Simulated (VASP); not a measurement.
The system is Ge.

```xyz
2
Lattice="0.0000 2.8563 2.8563 2.8563 0.0000 2.8563 2.8563 2.8563 0.0000" Properties=species:S:1:pos:R:3 pbc="T T T"
Ge    4.2844    4.2844    4.2844
Ge    2.8563    2.8563    2.8563
```

The cell was built by a generator and needn't be a form met in nature.

```yaml
Program: VASP 6.6.1
Task: relaxation of cell and atoms
Functional: LDA
Potentials_or_basis: VASP PAW LDA potentials, release 64 (Ge_d)
Cutoff: 600 eV
k_mesh: 10 × 10 × 10
Occupations: gaussian, width 0.03 eV
Spin: no spin polarisation
```

At the start: pressure -2.9 GPa; volume 23.30 Å³/atom.

Q: Where does the relaxation end?

A: Over 7 steps the energy falls by 10.1 meV/atom and the volume is 22.27 Å³/atom (-4.4 %); space group Fd-3m (No. 227, to 0.05 Å).

The path:
| step | energy change (eV) | largest force (eV/Å) | pressure (GPa) | volume (Å³) |
| --- | --- | --- | --- | --- |
| 1 | 0.0000 | 0.0000 | -2.91 | 46.61 |
| 2 | -0.0178 | 0.0000 | 0.86 | 43.81 |
| 3 | -0.0202 | 0.0000 | 0.17 | 44.45 |
| 4 | -0.0202 | 0.0000 | -0.30 | 44.56 |
| 5 | -0.0202 | 0.0000 | 0.14 | 44.49 |
| 6 | -0.0202 | 0.0000 | -0.39 | 44.60 |
| 7 | -0.0202 | 0.0000 | 0.06 | 44.54 |

Final structure:
```xyz
2
Lattice="0.0000 2.8134 2.8134 2.8134 0.0000 2.8134 2.8134 2.8134 0.0000" Properties=species:S:1:pos:R:3 pbc="T T T"
Ge    4.2201    4.2201    4.2201
Ge    2.8134    2.8134    2.8134
```
